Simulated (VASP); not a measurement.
```
CELL_PARAMETERS angstrom
      2.24008     1.29331     3.83388
     -2.24008     1.29331     3.83388
      0.00000    -2.58662     3.83388
ATOMIC_POSITIONS crystal
  K  0.76240 0.76240 0.76240
  Cl 0.23760 0.23760 0.23760
```

The base run (VASP): PBE GGA, plane waves, VASP's PBE PAW potentials (set 64). Numerical set-up: 400 eV cut-off, 7×7×7 Γ-centred mesh, Gaussian smearing of 0.050 eV, potentials K_sv Cl.

One setting is varied; ΔE counts from the base run. The base run took about 10 core-seconds. Costs are core time on shared hosts, one run each; read them as rough ratios.

Pressures at a finite cut-off, here 400 eV, hold a Pulay part, which this task's highest cut-off puts under 0.2 GPa.

```json
[
 {"setting": "SYMPREC = 1E-3", "cost over the base run": "within a factor of 2", "electronic steps": "13", "ΔE (meV/atom)": "0.0", "pressure (GPa)": "0.09"},
 {"setting": "ISYM = 1", "cost over the base run": "within a factor of 2", "electronic steps": "13", "ΔE (meV/atom)": "0.0", "pressure (GPa)": "0.09"},
 {"setting": "base run", "cost over the base run": "reference", "electronic steps": "13", "ΔE (meV/atom)": "0.0", "pressure (GPa)": "0.09"},
 {"setting": "ISYM = 0", "cost over the base run": "about 3 times", "electronic steps": "13", "ΔE (meV/atom)": "0.0", "pressure (GPa)": "0.09"},
 {"setting": "ISYM = -1", "cost over the base run": "about 6 times", "electronic steps": "13", "ΔE (meV/atom)": "0.0", "pressure (GPa)": "0.09"}
]
```

Left out are runs that failed, have no time on record or changed the cell.

The structure was generated: KCl was put into the alpha-GeTe type (R3m), which need not be its known phase. The cell was not relaxed at this level.
